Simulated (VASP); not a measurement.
Data:

```
CELL_PARAMETERS angstrom
      1.52051    -2.63361     0.00000
      1.52051     2.63361     0.00000
      0.00000     0.00000     3.30887
ATOMIC_POSITIONS crystal
  Ti 0.00000 0.00000 0.00000
  B  0.33333 0.66667 0.50000
  B  0.66667 0.33333 0.50000
```

The numbers are results of vdW-DF2, VASP's PBE PAW potentials (set 64) (plane waves; VASP), not measurements. Numerical set-up: 520 eV cut-off, 13×13×10 Γ-centred mesh, tetrahedra with Blöchl corrections, potentials Ti_sv B.

The cores are frozen, which limits the accuracy of field gradients.

Give the principal components of the electric field gradient (V/Å²) and the asymmetry η at each nucleus.

```csv
atom,Vxx,Vyy,Vzz,η
Ti1,-9.8,-9.8,19.7,0.00
B2,-3.0,-3.0,6.1,0.00
B3,-3.0,-3.0,6.1,0.00
```

The compound is TiB2 in the AlB2 type structure. It was relaxed first.
